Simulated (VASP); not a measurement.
VASP runs on CuN (space group Fm-3m) share one base input (PBE GGA, plane waves, VASP's PBE PAW potentials (set 64)) and change the settings named in each case.

**POSCAR**
```
CuN
1
    0.0000000000     2.0420040000     2.0420040000
    2.0420040000     0.0000000000     2.0420040000
    2.0420040000     2.0420040000     0.0000000000
N Cu
1 1
Direct
  0.0000000000   0.0000000000   0.0000000000
  0.5000000000   0.5000000000   0.5000000000
```

KPOINTS:
```
Automatic mesh
0
Gamma
11 11 11
0 0 0
```

### INCAR
```
LCHARG = F
ENCUT = 400
ISIF = 2
PREC = Accurate
LREAL = F
LMAXMIX = 4
GGA = PE   ! PBE
NELM = 100
SIGMA = 0.1
ISMEAR = 0
SYSTEM = CuN
EDIFF = 1E-6   ! SCF stop (eV)
LASPH = T   ! aspherical one-centre terms
ALGO = Normal
LWAVE = F
```

POTCAR, in this order: N Cu (PBE.64 set). Program: vasp_std.

| change | E(σ→0) (eV/atom) | pressure (GPa) | −TS (eV) |
|---|---|---|---|
| base run | -4.9790 | 11.53 | -0.0061 |
| GGA = PS | -5.5446 | … | … |
| KPOINTS 6×6×6 Γ-centred mesh | -4.9777 | 11.60 | -0.0085 |
| LDAU = .TRUE., LDAUJ = 0 0, LDAUL = -1 2, LDAUTYPE = 2, LDAUU = 0 2.0 | -4.6025 | 9.15 | -0.0062 |

Question: Some entries are withheld; supply them.

Answer: 
- GGA = PS, pressure (GPa): 1.32
- GGA = PS, −TS (eV): -0.0064

Energies of different potentials or functionals have different zeros.  At 400 eV the pressure can carry a Pulay error.

Left out are runs that ran out of time, are held back, or changed the cell or the kind of run, fixed moments of cells without a moment, rows past the twelfth, gaps on odd meshes, pressures of charged cells and columns that move by less than the noise.

The structure was generated: CuN was put into an ordered model structure (Fm-3m), which need not be its known phase. The cell was not relaxed at this level, its lattice was scaled by up to 2.5 %.
